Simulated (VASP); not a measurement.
All values below come from vdW-DF2, VASP's PBE PAW potentials (set 64) (plane waves; VASP).

VASP input:

KPOINTS:
```
Automatic mesh
0
Gamma
11 11 11
0 0 0
```

### POSCAR
```
LiF
1.9911320
  0.0000000000   1.0000001947   1.0000001947
  1.0000001947   0.0000000000   1.0000001947
  1.0000001947   1.0000001947   0.0000000000
Li F
1 1
Cart
  0.0000000000   0.0000000000   0.0000000000
  1.0000001947   1.0000001947   1.0000001947
```

### INCAR
```
LASPH = .TRUE.   ! aspherical one-centre terms
GGA = ML
ENCUT = 520
AGGAC = 0.0
NELM = 100
SYSTEM = LiF
LCHARG = .FALSE.
ALGO = Normal   ! blocked Davidson
ZAB_VDW = -1.8867
ISIF = 2
PREC = Accurate
EDIFF = 1E-7   ! SCF stop (eV)
LUSE_VDW = .TRUE.
SIGMA = 0.05   ! width (eV)
ISMEAR = 0
LREAL = .FALSE.
LWAVE = .FALSE.
```

POTCAR, in this order: Li_sv F (PBE.64 set). Program: vasp_std.

What VASP printed:

OUTCAR:
```
 ion  position               nearest neighbor table
   1  0.000  0.000  0.000-   2 1.99   2 1.99   2 1.99   2 1.99   2 1.99   2 1.99
   2  0.500  0.500  0.500-   1 1.99   1 1.99   1 1.99   1 1.99   1 1.99   1 1.99
  LATTYP: Found a face centered cubic cell.
 ALAT       =     3.9822647754
 Subroutine PRICEL returns:
 Original cell was already a primitive cell.
 Subroutine GETGRP returns: Found 48 space group operations
The static configuration has the point symmetry O_h .
The dynamic configuration has the point symmetry O_h .
 Subroutine INISYM returns: Found 48 space group operations
 Subroutine IBZKPT returns following result:
 Found     56 irreducible k-points:

 Following reciprocal coordinates:
            Coordinates               Weight
  0.000000  0.000000  0.000000      1.000000
  0.090909  0.000000  0.000000      8.000000
  0.181818  0.000000  0.000000      8.000000
  0.272727  0.000000  0.000000      8.000000
  0.363636  0.000000  0.000000      8.000000
  0.454545  0.000000  0.000000      8.000000
  0.090909  0.090909  0.000000      6.000000
  0.181818  0.090909  0.000000     24.000000
  0.272727  0.090909  0.000000     24.000000
  0.363636  0.090909  0.000000     24.000000
  0.454545  0.090909  0.000000     24.000000
 -0.454545  0.090909  0.000000     24.000000
 -0.363636  0.090909  0.000000     24.000000
 -0.272727  0.090909  0.000000     24.000000
 -0.181818  0.090909  0.000000     24.000000
 -0.090909  0.090909  0.000000     12.000000
  0.181818  0.181818  0.000000      6.000000
  0.272727  0.181818  0.000000     24.000000
  0.363636  0.181818  0.000000     24.000000
  0.454545  0.181818  0.000000     24.000000
 -0.454545  0.181818  0.000000     24.000000
 -0.363636  0.181818  0.000000     24.000000
 -0.272727  0.181818  0.000000     24.000000
 -0.181818  0.181818  0.000000     12.000000
...
```

File OSZICAR:
```
       N       E                     dE             d eps       ncg     rms          rms(c)
DAV:   1     0.321264154727E+02    0.32126E+02   -0.58007E+03  1096   0.113E+03
DAV:   2    -0.729836859075E+01   -0.39425E+02   -0.38932E+02  1121   0.208E+02
DAV:   3    -0.828224412679E+01   -0.98388E+00   -0.98125E+00  1375   0.306E+01
DAV:   4    -0.829739152680E+01   -0.15147E-01   -0.15125E-01  1359   0.329E+00
DAV:   5    -0.829758812626E+01   -0.19660E-03   -0.19660E-03  1321   0.225E-01    0.548E+00
DAV:   6    -0.753293159353E+01    0.76466E+00   -0.41635E+00  1025   0.159E+01    0.134E+00
DAV:   7    -0.752858799686E+01    0.43436E-02   -0.33018E-02  1156   0.226E+00    0.827E-01
DAV:   8    -0.752362420629E+01    0.49638E-02   -0.19592E-02  1235   0.180E+00    0.103E-01
DAV:   9    -0.752367660195E+01   -0.52396E-04   -0.10128E-03  1210   0.365E-01    0.487E-02
DAV:  10    -0.752375071119E+01   -0.74109E-04   -0.13844E-04  1026   0.164E-01    0.309E-02
DAV:  11    -0.752375029488E+01    0.41631E-06   -0.15227E-05  1178   0.568E-02    0.415E-03
DAV:  12    -0.752375030968E+01   -0.14801E-07   -0.90848E-07  1286   0.122E-02
   1 F= -.75237503E+01 E0= -.75237503E+01  d E =-.409374E-20
```

File OUTCAR:
```
------------------------ aborting loop because EDIFF is reached ----------------------------------------
  FORCE on cell =-STRESS in cart. coord.  units (eV):
  Direction    XX          YY          ZZ          XY          YZ          ZX
  --------------------------------------------------------------------------------------
  Total        0.5174498      0.5174498      0.5174498      0.0000000     -0.0000000      0.0000000
  in kB       52.5107714     52.5107714     52.5107714      0.0000000     -0.0000000      0.0000000
  external PRESSURE =      52.5107714 kB  Pullay stress =       0.0000000 kB
  volume of cell :       15.79
      direct lattice vectors                 reciprocal lattice vectors
     0.000000000  1.991132388  1.991132388    -0.251113388  0.251113388  0.251113388
     1.991132388  0.000000000  1.991132388     0.251113388 -0.251113388  0.251113388
     1.991132388  1.991132388  0.000000000     0.251113388  0.251113388 -0.251113388
  FREE ENERGIE OF THE ION-ELECTRON SYSTEM (eV)
  ---------------------------------------------------
  free  energy   TOTEN  =        -7.5237503097 eV

  energy  without entropy=       -7.5237503097  energy(sigma->0) =       -7.52375031
```
(Selected blocks of OUTCAR.)

The compound is LiF in the rock salt structure. This cell is one point of a volume scan, at 0.94 of the reference volume.
